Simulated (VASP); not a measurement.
```
BaTe
1.0
    0.00000     3.57000     3.57000
    3.57000     0.00000     3.57000
    3.57000     3.57000     0.00000
Ba Te
1 1
Direct
  0.00000   0.00000   0.00000
  0.50000   0.50000   0.50000
```

The base run (VASP): PBE GGA, plane waves, VASP's PBE PAW potentials (set 64). Numerical set-up: 400 eV cut-off, 6×6×6 Γ-centred mesh, Gaussian smearing of 0.050 eV, potentials Ba_sv Te.

One setting is varied; ΔE counts from the most expensive setting. The base run took about 20 core-seconds. The timings are rough (shared machines, no repeats); factors under 2 mean little.

Pressures at a finite cut-off, here 400 eV, hold a Pulay part, which this task's highest cut-off puts under 0.2 GPa.

```csv
setting,cost over the base run,electronic steps,ΔE (meV/atom),pressure (GPa)
"KGAMMA = .TRUE., KSPACING = 0.6, KPOINTS file removed",within a factor of 2,13,21.8,-0.39
"KGAMMA = .TRUE., KSPACING = 0.8, KPOINTS file removed",within a factor of 2,13,202.1,0.78
"KGAMMA = .TRUE., KSPACING = 0.35, KPOINTS file removed",within a factor of 2,13,0.8,-0.58
base run,reference,13,0.2,-0.59
"KGAMMA = .TRUE., KSPACING = 0.25, KPOINTS file removed",within a factor of 2,13,0.0,-0.59
"KGAMMA = .TRUE., KSPACING = 0.2, KPOINTS file removed",about 2 times,13,0.0,-0.59
```

Left out are runs that failed, have no time on record or changed the cell.

The compound is BaTe in the rock salt structure. The cell was not relaxed at this level.
